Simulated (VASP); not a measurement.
VASP runs on HgSe (zinc blende) share one base input (PBE GGA, plane waves, VASP's PBE PAW potentials (set 64)) and change the settings named in each case.

**INCAR**
```
SYSTEM = HgSe
PREC = Accurate
ENCUT = 400
EDIFF = 1E-6
NELM = 100
ALGO = Normal
LREAL = .FALSE.
LASPH = .TRUE.
ISMEAR = 0
SIGMA = 0.05
GGA = PE
LMAXMIX = 6
LWAVE = .FALSE.
LCHARG = .FALSE.
ISIF = 2
```

File KPOINTS:
```
Automatic mesh
0
Gamma
7 7 7
0 0 0
```

### POSCAR
```
HgSe
3.040
  0.0000000000   1.0000000000   1.0000000000
  1.0000000000   0.0000000000   1.0000000000
  1.0000000000   1.0000000000   0.0000000000
Hg Se
1 1
direct
  0.0000000000   0.0000000000   0.0000000000
  0.2500000000   0.2500000000   0.2500000000
```

POTCAR, in this order: Hg Se (PBE.64 set). Program: vasp_std.

```
change        pressure (GPa)  electronic steps
------------  --------------  ----------------
base run                4.95                13
EDIFF = 1E-2            3.23                 8
EDIFF = 1E-3            5.27                 9
EDIFF = 1E-4            4.99                10
EDIFF = 1E-5            4.96                12
EDIFF = 1E-8            4.95                17
```
 Unless said otherwise, spin-orbit coupling is left out, though it shifts the bands of the heavy elements here.

Left out are runs that ran out of time, are held back, or changed the cell or the kind of run, fixed moments of cells without a moment, rows past the twelfth, gaps on odd meshes, pressures of charged cells and columns that move by less than the noise.

The compound is HgSe in the zinc blende structure. The cell was not relaxed at this level.
